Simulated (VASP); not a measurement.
Consider the following.

```
Pt3Ti
1.0
    3.83278     0.00000     0.00000
    0.00000     3.83278     0.00000
    0.00000     0.00000     3.83278
Ti Pt
1 3
Direct
  0.00000   0.00000   0.00000
  0.00000   0.50000   0.50000
  0.50000   0.00000   0.50000
  0.50000   0.50000   0.00000
```

These are PBE GGA with D4 dispersion, VASP's PBE PAW potentials (set 64) (plane waves; VASP) values and carry that method's errors. Numerical set-up: 520 eV cut-off, 8×8×8 Γ-centred mesh, first-order Methfessel-Paxton smearing of 0.10 eV, potentials Ti_sv Pt.

Unless said otherwise, spin-orbit coupling is left out, though it shifts the bands of the heavy elements here.

Estimate the energy per atom (σ→0), pressure, band gap (on the k-mesh) with the smallest direct gap where there is one.

- band gap (on the k-mesh): none (metal, semimetal or under 0.01 eV)
- energy per atom (σ→0): -7.957 eV/atom
- pressure: 18.54 GPa

Total energies compare only between runs with the same potentials, cut-off and functional.

The compound is Pt3Ti in the L1_2 structure. This cell is one point of a volume scan, at 0.94 of the reference volume.
